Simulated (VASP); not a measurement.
Here is the system:

```xyz
2
Lattice="0.0000 2.1616 2.1616 2.1616 0.0000 2.1616 2.1616 2.1616 0.0000" Properties=species:S:1:pos:R:3 pbc="T T T"
Al     0.0000     0.0000     0.0000
N      1.0808     1.0808     1.0808
```

The numbers are results of PBE GGA with D4 dispersion, VASP's PBE PAW potentials (set 64) (plane waves; VASP), not measurements. Numerical set-up: 520 eV cut-off, 10×10×10 Γ-centred mesh, Gaussian smearing of 0.050 eV, potentials Al N.

### Question
Give the stress tensor in GPa (positive for a compressed cell).

### Answer

```
6.56  0.00  0.00
0.00  6.56  0.00
0.00  0.00  6.56
```
The pressure is its mean diagonal, 6.56 GPa.

The compound is AlN in the zinc blende structure, a metastable form; wurtzite is the usual one. This cell is one point of a volume scan, at 0.97 of the reference volume.
